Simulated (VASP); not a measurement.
All values below come from PW91 GGA, VASP's PBE PAW potentials (set 64) (plane waves; VASP 6.6.1).

A VASP calculation is set up with these files.

### POSCAR
```
KI
1
    0.0000000000     3.5549512107     3.5549512107
    3.5549512107     0.0000000000     3.5549512107
    3.5549512107     3.5549512107     0.0000000000
K I
1 1
Direct
  0.0000000000   0.0000000000   0.0000000000
  0.5000000000   0.5000000000   0.5000000000
```

**KPOINTS**
```
Automatic
0
gamma
 7 7 7
```

### INCAR
```
! general
SYSTEM   =  KI
PREC     =  Accurate
ENCUT    =  520
LREAL    =  .FALSE.
LASPH    =  .TRUE.

! electronic loop
EDIFF    =  1E-7
NELM     =  100
ALGO     =  Normal
LMAXMIX  =  4

! smearing
ISMEAR   =  0
SIGMA    =  0.05

! functional
GGA      =  91

! ions
ISIF     =  2

! output
LWAVE    =  .FALSE.
LCHARG   =  .FALSE.
```

POTCAR, in this order: K_sv I (PBE.64 set). Program: vasp_std.

### Question
What will the output report for the number of irreducible k-points (NKPTS), largest plane-wave count, number of space-group operations, FFT grid (NGX, NGY, NGZ)?

### Answer

```
Quantity                                       Value
--------------------------------------  ------------
number of irreducible k-points (NKPTS)            20
largest plane-wave count                        2442
number of space-group operations                  48
FFT grid (NGX, NGY, NGZ)                40 × 40 × 40
```

The compound is KI in the rock salt structure. This cell is one point of a volume scan, at 0.97 of the reference volume.
